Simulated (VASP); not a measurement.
Input for VASP

**INCAR**
```
! general
SYSTEM    =  CdF2
PREC      =  Accurate
ENCUT     =  520   ! plane-wave cut-off (eV)
LREAL     =  .False.   ! projection in real space or not
LASPH     =  .True.

! electronic loop
EDIFF     =  1E-6
NELM      =  100
ALGO      =  Normal   ! blocked Davidson
LMAXMIX   =  4   ! l cut-off of mixed one-centre charges

! smearing
ISMEAR    =  0   ! Gaussian
SIGMA     =  0.05

! functional
GGA       =  MK
LUSE_VDW  =  .True.
AGGAC     =  0.0
PARAM1    =  0.1234
PARAM2    =  1.0

! ions
IBRION    =  2   ! conjugate gradients
NSW       =  60   ! most ionic steps
ISIF      =  3   ! ions, shape and volume
EDIFFG    =  -0.02   ! ionic stop

! output
LWAVE     =  .False.
LCHARG    =  .False.
```

### KPOINTS
```
Regular mesh
0
Gamma
 7 7 7
```

File POSCAR:
```
CdF2
1
    0.0000000000     2.6950000000     2.6950000000
    2.6950000000     0.0000000000     2.6950000000
    2.6950000000     2.6950000000     0.0000000000
Cd F
1 2
Direct
  0.0000000000   0.0000000000   0.0000000000
  0.2500000000   0.2500000000   0.2500000000
  0.7500000000   0.7500000000   0.7500000000
```

POTCAR, in this order: Cd F (PBE.64 set). Program: vasp_std.

Problem. Translate this optB86b-vdW calculation to Quantum ESPRESSO's pw.x.

Solution. One equivalent input (not run):
```
&CONTROL
  calculation = 'vc-relax'
  pseudo_dir = './pseudo'
  outdir = './out'
  tprnfor = .true.
  tstress = .true.
  nstep = 60
  forc_conv_thr = 0.00078
/
&SYSTEM
  ibrav = 0
  nat = 3
  ntyp = 2
  ecutwfc = 102
  occupations = 'smearing'
  smearing = 'gaussian'
  degauss = 0.003675
  input_dft = 'vdw-df-ob86'
/
&ELECTRONS
  conv_thr = 7.3e-08
  electron_maxstep = 100
/
&IONS
/
&CELL
/
ATOMIC_SPECIES
  Cd 112.414 Cd.upf
  F 18.998 F.upf
CELL_PARAMETERS angstrom
     0.0000000    2.6950000    2.6950000
     2.6950000    0.0000000    2.6950000
     2.6950000    2.6950000    0.0000000
ATOMIC_POSITIONS crystal
  Cd   0.0000000  0.0000000  0.0000000
  F    0.2500000  0.2500000  0.2500000
  F    0.7500000  0.7500000  0.7500000
K_POINTS automatic
  7 7 7 0 0 0
```
Limits of the translation: the potentials are each code's own (VASP's PAW set, PseudoDojo norm-conserving files in pw.x), so ENCUT and ecutwfc are chosen apart and not converted; conv_thr bounds pw.x's estimated SCF error, while EDIFF bounds the energy change between steps; forc_conv_thr acts on force components and is met together with etot_conv_thr.

The compound is CdF2 in the fluorite structure. This run relaxes it. Symmetry was kept, so distortions that lower it aren't found. The start is the result of an earlier pass.
